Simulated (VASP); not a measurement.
Computed with PBE GGA, VASP's PBE PAW potentials (set 64) (plane waves; VASP).

VASP ran on this input.

**INCAR**
```
SYSTEM = InAs
PREC = Accurate; ENCUT = 250; LREAL = .FALSE.
LASPH = .TRUE.
EDIFF = 1E-6; NELM = 100; ALGO = Normal
LMAXMIX = 4
ISMEAR = 0; SIGMA = 0.05
GGA = PE
ISIF = 2
LWAVE = .FALSE.; LCHARG = .FALSE.
```

### POSCAR
```
InAs
1
    0.0000000000     3.0906000000     3.0906000000
    3.0906000000     0.0000000000     3.0906000000
    3.0906000000     3.0906000000     0.0000000000
In As
1 1
Direct
  0.0000000000   0.0000000000   0.0000000000
  0.2500000000   0.2500000000   0.2500000000
```

KPOINTS:
```
K-points
0
G
  7 7 7
```

POTCAR, in this order: In_d As (PBE.64 set). Program: vasp_std.

**Question.** What will the output report for the number of irreducible k-points (NKPTS), number of bands (NBANDS), largest plane-wave count, number of space-group operations, FFT grid (NGX, NGY, NGZ)?

**Answer.** 
```json
{
 "number of irreducible k-points (NKPTS)": "20",
 "number of bands (NBANDS)": "13",
 "largest_plane_wave_count": "541",
 "number_of_space_group_operations": "24",
 "FFT grid (NGX, NGY, NGZ)": "24 × 24 × 24"
}
```

The compound is InAs in the zinc blende structure. The cell was not relaxed at this level. The run is one of a series of settings (ENCUT = 250 against the base run), some of them coarse on purpose.
